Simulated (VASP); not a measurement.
Hf, 2 atoms in the cell. Symmetry: P6_3/mmc, No. 194, hexagonal system. The conventional cell has a = 3.187 Å, b = 3.187 Å, c = 5.036 Å, α = 90.00°, β = 90.00°, γ = 120.00°. Hf (site symmetry -6m2) is surrounded by 12 Hf at 3.12 to 3.19 Å. The cell was built by a generator and needn't be a form met in nature.

- Program: VASP 6.6.1
- Task: electrostatic potential
- Functional: PBE
- Dispersion: D4
- Potentials or basis: VASP PAW PBE potentials, release 64 (Hf_pv)
- Cutoff: 520 eV
- k mesh: 16 × 16 × 8
- Occupations: methfessel-paxton, width 0.1 eV
- Spin: no spin polarisation
- Further INCAR settings: ALGO = Fast; EDIFF = 1e-06

Potentials or basis: VASP PAW PBE potentials, release 64 (Hf_pv).

Command:

```console
$ cat potpaw_PBE.64/Hf_pv/POTCAR > POTCAR
$ mpirun -np 1 vasp_std > vasp.out
```

Hardware: 1 thread of Intel(R) Xeon(R) Platinum 8375C CPU @ 2.90GHz (Ice Lake), with other jobs on the host.

Question: Estimate the wall time of this run.

Answer: Run time: 53 s on 1 thread of Intel(R) Xeon(R) Platinum 8375C CPU @ 2.90GHz (Ice Lake), with other jobs on the host, peak memory 0.21 GiB. Counts: scf iterations 15, k points 150.
